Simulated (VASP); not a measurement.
The cell holds one Na (bcc) (110) slab, with vacuum along c, ions free to move until forces fall under 0.03 eV/Å, no reconstruction beyond this cell, dipole correction on.

```
CELL_PARAMETERS angstrom
      3.66901     0.00000     0.00000
     -1.22300     3.45917     0.00000
      0.00000     0.00000    23.90483
ATOMIC_POSITIONS crystal
  Na 0.50000 0.50000 0.37375
  Na 0.00000 0.00000 0.50000
  Na 0.50000 0.50000 0.62625
```

Computed with r2SCAN meta-GGA, VASP's PBE PAW potentials (set 64) (plane waves; VASP). Numerical set-up: 400 eV cut-off, 8×8×1 Γ-centred mesh, first-order Methfessel-Paxton smearing of 0.10 eV, potentials Na_pv.

Slab and bulk use different k-meshes, so the surface energy is good to a few per cent at best.

| Item | Result |
|---|---|
| surface energy | 0.25 J/m^2 |
| work function | 2.85 eV |
| band gap (on the k-mesh) | none (metal, semimetal or under 0.01 eV) |

The cell is a thin slab with vacuum, built from Na (bcc): (110) face.
